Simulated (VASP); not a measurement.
Level of theory: PBEsol GGA, VASP's PBE PAW potentials (set 64) (plane waves; VASP).

Input for VASP

**POSCAR**
```
NiAl
5.780
  0.5000000000   0.0000000000   0.0000000000
  0.0000000000   0.5000000000   0.0000000000
  0.0000000000   0.0000000000   0.5000000000
Al Ni
1 1
direct
  0.5000000000   0.5000000000   0.5000000000
  0.0000000000   0.0000000000   0.0000000000
```

### INCAR
```
# general
SYSTEM =NiAl
PREC   =Accurate
ENCUT  =400
LREAL  =.FALSE.
LASPH  =.TRUE.

# electronic loop
EDIFF  =1E-6
NELM   =100
ALGO   =Normal
LMAXMIX=4

# smearing
ISMEAR =1
SIGMA  =0.1

# functional
GGA    =PS

# ions
ISIF   =2

# output
LWAVE  =.FALSE.
LCHARG =.FALSE.
```

KPOINTS:
```
Automatic
0
G
11 11 11
```

POTCAR, in this order: Al Ni (PBE.64 set). Program: vasp_std.

Output

**OUTCAR**
```
 ion  position               nearest neighbor table
   1  0.500  0.500  0.500-   2 2.50   2 2.50   2 2.50   2 2.50   2 2.50   2 2.50   2 2.50   2 2.50
  LATTYP: Found a simple cubic cell.
 ALAT       =     2.8900000000
 Subroutine PRICEL returns:
 Original cell was already a primitive cell.
 Subroutine GETGRP returns: Found 48 space group operations
The static configuration has the point symmetry O_h .
The dynamic configuration has the point symmetry O_h .
 Subroutine INISYM returns: Found 48 space group operations
 Subroutine IBZKPT returns following result:
 Found     56 irreducible k-points:

 Following reciprocal coordinates:
            Coordinates               Weight
  0.000000  0.000000  0.000000      1.000000
  0.090909  0.000000  0.000000      6.000000
  0.181818  0.000000  0.000000      6.000000
  0.272727  0.000000  0.000000      6.000000
  0.363636  0.000000  0.000000      6.000000
  0.454545  0.000000  0.000000      6.000000
  0.090909  0.090909  0.000000     12.000000
  0.181818  0.090909  0.000000     24.000000
  0.272727  0.090909  0.000000     24.000000
  0.363636  0.090909  0.000000     24.000000
  0.454545  0.090909  0.000000     24.000000
  0.181818  0.181818  0.000000     12.000000
  0.272727  0.181818  0.000000     24.000000
  0.363636  0.181818  0.000000     24.000000
  0.454545  0.181818  0.000000     24.000000
  0.272727  0.272727  0.000000     12.000000
  0.363636  0.272727  0.000000     24.000000
  0.454545  0.272727  0.000000     24.000000
  0.363636  0.363636  0.000000     12.000000
  0.454545  0.363636  0.000000     24.000000
  0.454545  0.454545  0.000000     12.000000
  0.090909  0.090909  0.090909      8.000000
  0.181818  0.090909  0.090909     24.000000
  0.272727  0.090909  0.090909     24.000000
  0.363636  0.090909  0.090909     24.000000
...
```

OSZICAR:
```
       N       E                     dE             d eps       ncg     rms          rms(c)
DAV:   1     0.316178145083E+02    0.31618E+02   -0.47299E+03  1160   0.110E+03
DAV:   2    -0.122024689431E+02   -0.43820E+02   -0.41231E+02  1134   0.185E+02
DAV:   3    -0.131683149444E+02   -0.96585E+00   -0.95961E+00  1348   0.352E+01
DAV:   4    -0.131826239704E+02   -0.14309E-01   -0.14304E-01  1314   0.389E+00
DAV:   5    -0.131830153823E+02   -0.39141E-03   -0.39140E-03  1272   0.648E-01    0.126E+01
DAV:   6    -0.153071150802E+02   -0.21241E+01   -0.65898E+01  1252   0.139E+02    0.165E+01
DAV:   7    -0.116012579235E+02    0.37059E+01   -0.18224E+01  1238   0.822E+01    0.127E+00
DAV:   8    -0.115879721958E+02    0.13286E-01   -0.50808E-01  1392   0.912E+00    0.101E+00
DAV:   9    -0.115737551951E+02    0.14217E-01   -0.54618E-02  1310   0.373E+00    0.215E-01
DAV:  10    -0.115731944757E+02    0.56072E-03   -0.23181E-03  1260   0.766E-01    0.751E-02
DAV:  11    -0.115731930609E+02    0.14148E-05   -0.61803E-05  1244   0.741E-02    0.310E-02
DAV:  12    -0.115731914947E+02    0.15663E-05   -0.66917E-06  1206   0.498E-02    0.363E-03
DAV:  13    -0.115731911444E+02    0.35026E-06   -0.10818E-07   574   0.495E-03
   1 F= -.11573191E+02 E0= -.11573007E+02  d E =-.552321E-03
```

File OUTCAR:
```
------------------------ aborting loop because EDIFF is reached ----------------------------------------
  FORCE on cell =-STRESS in cart. coord.  units (eV):
  Direction    XX          YY          ZZ          XY          YZ          ZX
  --------------------------------------------------------------------------------------
  Total       -0.6838636     -0.6838636     -0.6838636      0.0000000     -0.0000000     -0.0000000
  in kB      -45.3927580    -45.3927580    -45.3927580      0.0000000     -0.0000000     -0.0000000
  external PRESSURE =     -45.3927580 kB  Pullay stress =       0.0000000 kB
  volume of cell :       24.14
      direct lattice vectors                 reciprocal lattice vectors
     2.890000000  0.000000000  0.000000000     0.346020761  0.000000000  0.000000000
     0.000000000  2.890000000  0.000000000     0.000000000  0.346020761  0.000000000
     0.000000000  0.000000000  2.890000000     0.000000000  0.000000000  0.346020761
 POSITION                                       TOTAL-FORCE (eV/Angst)
 -----------------------------------------------------------------------------------
      1.44500      1.44500      1.44500         0.000000      0.000000      0.000000
      0.00000      0.00000      0.00000         0.000000      0.000000      0.000000
 -----------------------------------------------------------------------------------
    total drift:                               -0.000000      0.000000      0.000000
  FREE ENERGIE OF THE ION-ELECTRON SYSTEM (eV)
  ---------------------------------------------------
  free  energy   TOTEN  =       -11.5731911444 eV

  energy  without entropy=      -11.5726388229  energy(sigma->0) =      -11.57300704
```
(Selected blocks of OUTCAR.)

OUTCAR:
```
 val. band max:        9.6689332107   @ k =   0.3636   0.1818   0.0909

 cond. band min:       9.7882643046   @ k =   0.3636   0.2727   0.0909


 Fermi energy:         9.7841873449

 k-point     1 :       0.0000    0.0000    0.0000
  band No.  band energies     occupation
      1      -1.2880      2.00000
      2       6.5961      2.00000
      3       6.5961      2.00000
      4       8.2661      2.00000
      5       8.2661      2.00000
      6       8.2661      2.00000
      7      15.2322      0.00000
      8      15.2322      0.00000
      9      15.2322      0.00000
     10      17.8964      0.00000

 k-point     2 :       0.0909    0.0000    0.0000
  band No.  band energies     occupation
      1      -1.1368      2.00000
      2       6.5825      2.00000
      3       6.6312      2.00000
      4       8.2016      2.00000
      5       8.2016      2.00000
      6       8.2731      2.00000
      7      13.8458      0.00000
      8      15.4313      0.00000
      9      15.4313      0.00000
     10      17.9064      0.00000

 k-point     3 :       0.1818    0.0000    0.0000
  band No.  band energies     occupation
      1      -0.6867      2.00000
      2       6.4751      2.00000
      3       6.7271      2.00000
      4       8.0379      2.00000
      5       8.0379      2.00000
      6       8.2916      2.00000
      7      11.8468      0.00000
      8      15.9998      0.00000
      9      15.9998      0.00000
     10      17.9353      0.00000

 k-point     4 :       0.2727    0.0000    0.0000
  band No.  band energies     occupation
      1       0.0512      2.00000
      2       6.0449      2.00000
      3       6.8567      2.00000
      4       7.8410      2.00000
      5       7.8410      2.00000
      6       8.3160      2.00000
      7      10.2691     -0.00000
      8      16.8762      0.00000
      9      16.8762      0.00000
     10      17.9791      0.00000

 k-point     5 :       0.3636    0.0000    0.0000
...
```

The compound is NiAl in the CsCl type structure. The cell was not relaxed at this level. The run is one of a series of settings (GGA = PS against the base run), some of them coarse on purpose. The run is not spin-polarised, so no magnetic state was tried. The electron count is odd and the run is not spin-polarised, which forces a metal.
